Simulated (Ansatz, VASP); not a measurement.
# SrTiO3 (Tausonite): VASP beside Ansatz

One calculation is typed for both programs; each brings its own data sets and cutoff. How far apart do they land?

Program: Ansatz 0.2.0. Level of theory: plane waves, with VASP 6.6.1 beside it; band structure at r2SCAN0. Results are calculated unless marked as measured.

## 1. Set-up

It takes space group Pm-3m (No. 221, cubic). Conventional cell: a = 3.905 Å, b = 3.905 Å, c = 3.905 Å, α = 90.00°, β = 90.00°, γ = 90.00°. Nearest to Sr lie 12 O at 2.76 Å. Nearest to Ti lie 6 O at 1.95 Å. Nearest to O lie 2 Ti at 1.95 Å and 4 Sr at 2.76 Å. Farther neighbours and most contacts between anions are not listed.

As a file:

```cif
data_structure
_symmetry_space_group_name_H-M 'Pm-3m'
_symmetry_Int_Tables_number 221
_cell_length_a 3.9053
_cell_length_b 3.9053
_cell_length_c 3.9053
_cell_angle_alpha 90.000
_cell_angle_beta 90.000
_cell_angle_gamma 90.000
_cell_volume 59.56
loop_
_atom_site_label
_atom_site_type_symbol
_atom_site_symmetry_multiplicity
_atom_site_Wyckoff_symbol
_atom_site_fract_x
_atom_site_fract_y
_atom_site_fract_z
_atom_site_occupancy
Sr1 Sr 1 b 0.50000 0.50000 0.50000 1
Ti1 Ti 1 a 0.00000 0.00000 0.00000 1
O1 O 3 d 0.50000 0.00000 0.00000 1
```

## 2. Ansatz: band structure, r2SCAN0

Ansatz runs on its default PAW (the set named soft_2) files.

Levels along a path test the potential and the projectors away from the mesh points.

File input.yaml:

```yaml
crystal:
  lattice:
    - [3.90528, 0.0, 0.0]
    - [0.0, 3.90528, 0.0]
    - [0.0, 0.0, 3.90528]
  atoms:
    - { symbol: Sr, position: [0.5, 0.5, 0.5] }
    - { symbol: Ti, position: [0.0, 0.0, 0.0] }
    - { symbol: O, position: [0.5, 0.0, 0.0] }
    - { symbol: O, position: [0.0, 0.5, 0.0] }
    - { symbol: O, position: [0.0, 0.0, 0.5] }
hamiltonian:
  xc: r2scan0
  pseudopotentials: { kind: paw }
kpoints:
  mp_grid: { grid: [4, 4, 4] }
  band_path:
    path:
      - [0.0, 0.0, 0.0]
      - [0.0, 0.3, 0.0]
      - [0.0, 0.5, 0.0]
      - [0.3, 0.5, 0.0]
      - [0.5, 0.5, 0.0]
      - [0.2, 0.2, 0.0]
      - [0.1, 0.1, 0.1]
      - [0.4, 0.4, 0.4]
      - [0.5, 0.5, 0.5]
      - [0.4, 0.5, 0.4]
      - [0.1, 0.5, 0.1]
      - [0.5, 0.5, 0.1]
      - [0.5, 0.5, 0.5]
    npoints: 1
scf:
  occupations: { method: gaussian, width: 0.02 }
  n_extra_bands: 8
output:
  forces: true
  stress: true
  eigenvalues: true
```

Started as:

```sh
ansatz run input.yaml --threads 4 --pin off --max-ram 9216MiB --backend cpu --events-out ev --progress --plain --runs-dir out
```

Numbers of over 12 decimals in the logs are rounded to 6 here.

Log:

```text
Warning: output.stress: scf.convergence.dr2_threshold = 1e-7 eV (the SCF's general default) is looser than the 5e-10 eV advised for a printed stress (1e-10 eV for each atom of the cell: 5). What an SCF threshold leaves in a stress goes as its square root, and in the free energy as the threshold itself, and one threshold admits the most on a small cell: [figures from the program's tests cut] Set scf.convergence.dr2_threshold to 5e-10 eV or tighter. The threshold is an SCF's pass mark: one that does not reach it within its budget of iterations ends unconverged, or closes short of it on a stop that the run arms, and scf.convergence.dr2_threshold's page says what that costs each kind of run
Warning: output.stress: scf.exx.energy_threshold = 1e-6 eV is looser than the 5e-8 eV advised for a stress under a hybrid functional (1e-8 eV for each atom of the cell: 5). Every SCF of the exchange loop can meet its threshold on dr2 while the loop round them stops early: no threshold on dr2 bounds what that leaves in the stress. Set scf.exx.energy_threshold to 5e-8 eV or tighter. The threshold is the loop's pass mark: a loop that does not reach it within its budget of cycles ends unconverged, and scf.exx.energy_threshold's page has the law
scf.n_extra_bands = 8 over 20 filled bands (N_el = 40.0): the run solves 28 bands
Engine: ansatz 0.2.0, aarch64-unknown-linux-gnu
Pseudopotentials: kind: paw
Pseudopotential: Sr, paw, valence charge 10, recommended cutoff 500 eV (meta_gga), Sr.paw.azcp
Pseudopotential: Ti, paw, valence charge 12, recommended cutoff 500 eV (meta_gga), Ti.paw.azcp
Pseudopotential: O, paw, valence charge 6, recommended cutoff 500 eV (meta_gga), O.paw.azcp
Functional definition: r2SCAN0
  parameter a = 0.25
  parameter k0 = 0.174
  parameter k1 = 0.065
  parameter a1 = 4.9479
  exchange = (1 - a)*r2scan_x(k0 = k0, k1 = k1, a1 = a1) + a*exact_x
  correlation = r2scan_c
Crystal: 5 atoms, lattice volume = 59.560 Å³
Basis set: ecut = 500 eV, 1503 PW (Γ), exchange–correlation on 120×120×120 points (64 copies of the dense FFT grid, shifted against one another)
Bands: 28, of which v1, the nominal top of the filled ones, is band 20 counted from 1 (19 counted from 0)
Symmetry: 48 space group operations
Space group: Pm-3m (ITA 221), of the structure as read, at distance tolerance 3.9e-5 Å
k-points: 10 of 64
Non-local potential: Sr, projectors of the file, l = 0: 3, l = 1: 2, l = 2: 2
Non-local potential: Ti, projectors of the file, l = 0: 3, l = 1: 2, l = 2: 3, l = 3: 1
Non-local potential: O, projectors of the file, l = 0: 2, l = 1: 2, l = 2: 1
PAW form: soft (Blöchl's): semilocal exchange-correlation on the pseudo side does not see the compensation charge
PAW frozen core: Sr, regenerated for the run's functional, and the local potential with it (the file was generated under x = pbe(κ = 0.804, μ = 0.219515), c = pbe(β = 0.066725))
PAW frozen core: Ti, regenerated for the run's functional, and the local potential with it (the file was generated under x = pbe(κ = 0.804, μ = 0.219515), c = pbe(β = 0.066725))
PAW frozen core: O, regenerated for the run's functional, and the local potential with it (the file was generated under x = pbe(κ = 0.804, μ = 0.219515), c = pbe(β = 0.066725))
PAW one-centre angular grid: Sr, 302 points (default); XC on 160 Gauss nodes
PAW one-centre angular grid: Ti, 590 points (default); XC on 160 Gauss nodes
PAW one-centre angular grid: O, 302 points (default); XC on 160 Gauss nodes
Initial density: superposition of atomic densities (neutral atoms: chi_scale 0, normalization atom), corrected by the library's trained network
Initial wavefunctions: pseudopotential atomic-orbital guess
Functional: x = r2scan, c = r2scan; τ floored in thin density (d = 2e-4 eV/Å³), warm-up for x = 0.75 r2scan + 0.25 exact, c = r2scan; τ floored in thin density (d = 2e-4 eV/Å³)
SCF iter   1: F=—  HF=-7774.611837 eV  |F-HF|=—  |Δ(HF+E_count)|=         —  Δρ=2.07e-2  dr2=3.12e-1  dr2_τ=2.54e-1  ethr=1.77e-3  ⟨swp⟩=10.7  Hψ=1301  notcnv=0
preconditioner: auto → none  [insulator: Δε(μ)=2.746 eV  Ē_g=14.593 eV  σ=0.020 eV  W_gap=1.00  n_scr=18 (ndim 8)  ℏωp=26.4 eV  f_vac=0.000  D(μ)=0.00/eV (n_scr^D=0)]
SCF iter   2: F=—  HF=-7774.790394 eV  |F-HF|=—  |Δ(HF+E_count)|=   1.79e-1  Δρ=2.61e-2  dr2=4.03e-1  dr2_τ=4.68e-2  ethr=7.80e-4  ⟨swp⟩=5.0  Hψ=862  notcnv=0  defer=1
iter 3 solved again at ethr=7.77e-6 eV; its pass at ethr=7.80e-4 eV (dr2=3.11e-3 eV) is discarded
SCF iter   3: F=—  HF=-7774.712397 eV  |F-HF|=—  |Δ(HF+E_count)|=   7.80e-2  Δρ=4.18e-3  dr2=3.22e-3  dr2_τ=5.80e-4  ethr=7.77e-6  ⟨swp⟩=5.6  Hψ=1447  notcnv=0  defer=2
SCF iter   4: F=—  HF=-7774.713442 eV  |F-HF|=—  |Δ(HF+E_count)|=   1.05e-3  Δρ=2.96e-3  dr2=6.13e-3  dr2_τ=3.22e-4  ethr=7.77e-6  ⟨swp⟩=3.3  Hψ=713  notcnv=0
SCF iter   5: F=-7774.712189 eV  HF=-7774.712214 eV  |F-HF|=2.41e-5  |Δ(HF+E_count)|=   1.23e-3  Δρ=2.08e-4  dr2=2.95e-5  dr2_τ=2.15e-6  ethr=7.77e-6  ⟨swp⟩=3.1  Hψ=628  notcnv=0
SCF 1 stopped early in 5 iterations: F = -7774.712189 eV  dr2 = 2.95e-5
  greatest PAW one-centre occupation: 1.000 electrons in one spin orbital (limit 2), on the Ti atom at site 1 (counted from 0), in its partial waves of l = 0
Initial density: handed on by an earlier stage of this run
Initial wavefunctions: those handed on with the density
Functional: x = 0.75 r2scan + 0.25 exact, c = r2scan; τ floored in thin density (d = 2e-4 eV/Å³)
Frozen-core exchange: fock
SCF iter   1: F=—  HF=-7772.031606 eV  |F-HF|=—  |Δ(HF+E_count)|=         —  Δρ=2.11e-2  dr2=3.93e-1  dr2_τ=1.31e-2  ethr=7.37e-7  ⟨swp⟩=8.1  Hψ=1414  notcnv=0
preconditioner: auto → none  [insulator: Δε(μ)=5.064 eV  Ē_g=17.456 eV  σ=0.020 eV  W_gap=1.00  n_scr=18 (ndim 8)  ℏωp=26.4 eV  f_vac=0.000  D(μ)=0.00/eV (n_scr^D=0)]
SCF iter   2: F=—  HF=-7771.927975 eV  |F-HF|=—  |Δ(HF+E_count)|=   1.04e-1  Δρ=6.06e-3  dr2=3.15e-2  dr2_τ=1.12e-3  ethr=7.37e-7  ⟨swp⟩=6.2  Hψ=1132  notcnv=0
SCF iter   3: F=—  HF=-7771.941781 eV  |F-HF|=—  |Δ(HF+E_count)|=   1.38e-2  Δρ=1.94e-3  dr2=1.87e-3  dr2_τ=7.64e-5  ethr=7.37e-7  ⟨swp⟩=4.7  Hψ=1020  notcnv=0
SCF iter   4: F=—  HF=-7771.942423 eV  |F-HF|=—  |Δ(HF+E_count)|=   6.42e-4  Δρ=1.75e-3  dr2=1.75e-3  dr2_τ=1.40e-4  ethr=7.37e-7  ⟨swp⟩=4.0  Hψ=847  notcnv=0
SCF iter   5: F=—  HF=-7771.941999 eV  |F-HF|=—  |Δ(HF+E_count)|=   4.25e-4  Δρ=3.73e-4  dr2=1.41e-4  dr2_τ=4.81e-6  ethr=7.37e-7  ⟨swp⟩=3.1  Hψ=726  notcnv=0
SCF iter   6: F=-7771.941967 eV  HF=-7771.941967 eV  |F-HF|=6.11e-7  |Δ(HF+E_count)|=   3.15e-5  Δρ=3.78e-5  dr2=1.86e-5  dr2_τ=5.59e-8  ethr=2.72e-7  ⟨swp⟩=2.7  Hψ=498  notcnv=0
SCF 2 stopped early in 6 iterations: F = -7771.941967 eV  dr2 = 1.86e-5
hybrid outer 1: dexx = +2.474e-2 eV, tail = 9.09e-5 eV
Frozen-core exchange: fock
SCF iter   1: F=—  HF=-7771.941772 eV  |F-HF|=—  |Δ(HF+E_count)|=         —  Δρ=1.78e-4  dr2=2.54e-5  dr2_τ=1.09e-6  ethr=1.14e-6  ⟨swp⟩=3.3  Hψ=607  notcnv=0
preconditioner: auto → none  [insulator: Δε(μ)=4.377 eV  Ē_g=17.049 eV  σ=0.020 eV  W_gap=1.00  n_scr=18 (ndim 8)  ℏωp=26.4 eV  f_vac=0.001  D(μ)=0.00/eV (n_scr^D=0)]
SCF iter   2: F=—  HF=-7771.941767 eV  |F-HF|=—  |Δ(HF+E_count)|=   5.05e-6  Δρ=3.91e-5  dr2=1.14e-6  dr2_τ=1.04e-7  ethr=5.62e-8  ⟨swp⟩=3.0  Hψ=517  notcnv=0
SCF iter   3: F=—  HF=-7771.941770 eV  |F-HF|=—  |Δ(HF+E_count)|=   3.08e-6  Δρ=1.80e-5  dr2=8.00e-8  dr2_τ=1.71e-8  ethr=1.14e-9  ⟨swp⟩=4.1  Hψ=772  notcnv=0
SCF iter   4: F=—  HF=-7771.941770 eV  |F-HF|=—  |Δ(HF+E_count)|=   3.82e-8  Δρ=7.79e-6  dr2=2.85e-8  dr2_τ=2.21e-9  ethr=1.79e-10  ⟨swp⟩=3.6  Hψ=601  notcnv=0  defer=1
SCF iter   5: F=-7771.941770 eV  HF=-7771.941770 eV  |F-HF|=4.84e-9  |Δ(HF+E_count)|=   5.45e-9  Δρ=3.00e-6  dr2=5.78e-9  dr2_τ=3.94e-10  ethr=6.39e-11  ⟨swp⟩=2.8  Hψ=529  notcnv=0
SCF 3 converged in 5 iterations: F = -7771.941770 eV  dr2 = 5.78e-9
  Residual-converged pass: ⟨swp⟩=3.7  Hψ=615  notcnv=0  max |occ|·‖R‖ = 2.4e-6 eV (tolerance 2.4e-6 eV)  dr2=5.56e-9  dr2_τ=3.80e-10  dr2_onsite=4.79e-10  max |Δocc| = 0.0e0
hybrid outer 2: dexx = +3.217e-6 eV, tail = 3.90e-8 eV, Δε = 6.17e-3 eV (about 1.45e-4 eV left of the loop's levels)
NSCF: frozen V_eff on 13 k-points
hybrid SCF converged: 2 outer / 11 inner (+5 warm-up), last move |dexx| = 3.22e-6 eV, tail = 3.90e-8 eV
Stability not checked: this state was not tested for a lower state beside it, because the functional holds exact exchange (a hybrid, or Hartree-Fock), whose exchange loop this test does not read (fock_operator; see scf.lower_state_search)
Free energy (F): -7771.941769 eV
Frozen-core exchange: fock
Harris-Foulkes:  -7771.941769 eV  (|F-HF|=4.84e-9)
Internal energy: -7771.941769 eV  (E = F + TS)
E sigma→0 (E₀):  -7771.941769 eV
Fermi energy:    10.533043 eV
--- Per-component energies (eV) ---
  E_band       = -331.933148
  E_kinetic    = 1052.327282
  E_local      = -2370.360918  (includes V_loc(G=0)·N_el)
  E_nonlocal   = 339.114057
  E_hartree    = 826.508520
  E_xc         = -372.583204
  E_vxc        = -481.881493  (∫ρ·V_xc dr)
  E_exx        = -138.631133  (= α·E_x^exact, valence–valence)
  E_paw        = -4216.297519  (= ΣΔE_a)
  E_vpaw       = -272.240172  (= ΣTr[D̂ρ^β])
  E_aug_tail   = 0.003448  (compensation charges beyond the density's cutoff)
  E_vtau       = 25.350877  (kinetic-family band-sum trace: ∫τ·v_τ [+ j·A + Jᵃ·Aᵃ] dr)
  E_ewald      = -2891.094941
  E_core_change = -0.927367  (= ΣΔE_core)
  E_smearing   = -0.000000  (= −TS)
  E_closure    = 0.000005  (closes the sum)
  Σ components = -7771.941769   (vs F -7771.941769, Δ=9.09e-13)
--- Forces (eV/Å), atoms counted from 1 ---
  atom   1  Sr     0.00000000    -0.00000000     0.00000000
  atom   2  Ti    -0.00000000     0.00000000    -0.00000000
  atom   3  O      0.00000000    -0.00000000     0.00000000
  atom   4  O      0.00000000    -0.00000000     0.00000000
  atom   5  O      0.00000000    -0.00000000    -0.00000000
  max |Σ_I F_I| component: 1.43e-29 eV/Å
--- Stress (GPa, compression-positive) ---
       -3.786537      -0.000000       0.000000
        0.000000      -3.786537       0.000000
        0.000000      -0.000000      -3.786537
  P = ⅓ Tr σ = -3.7865 GPa (-37.865 kbar)
--- Band table (eV; the first three rows and the last of 10) ---
  k-point 0: bands = [... 16 lower, 7.0577, 7.9705, 7.9705, 7.9705, 12.7242, 12.7242, 12.7242, 15.0930, ... 4 higher]
  k-point 1: bands = [... 16 lower, 6.5507, 6.6226, 7.7041, 7.7041, 12.8125, 13.8470, 13.8470, 15.1045, ... 4 higher]
  k-point 2: bands = [... 16 lower, 5.8263, 6.2407, 7.5432, 7.5432, 12.9049, 14.8438, 14.8438, 15.1121, ... 4 higher]
  k-point 9: bands = [... 16 lower, 4.2734, 8.3419, 8.3419, 8.3419, 15.6759, 15.6759, 15.6759, 18.2874, ... 4 higher]
```

Run time: 2 min. Hardware: 4 threads of Arm Neoverse V1, shared host; peak memory 1.4 GiB.

The column dr2 measures how far the density is from self-consistency, as an energy; F and HF (Harris–Foulkes) agree once it is small.

[end of part 1 of 2]

[Lines on the potential files, build, host, timing and source positions are cut from VASP's logs without a mark.]

[Logs are printed without paths, hosts, clocks, repeated set-up lines and the standing remarks that a program may print on its own settings, such as how far it seeks lower states.]

[Hosts, paths, dates, database ids (printed as entryN), source tags and the programs' standing remarks are cut or masked in the printed files.]
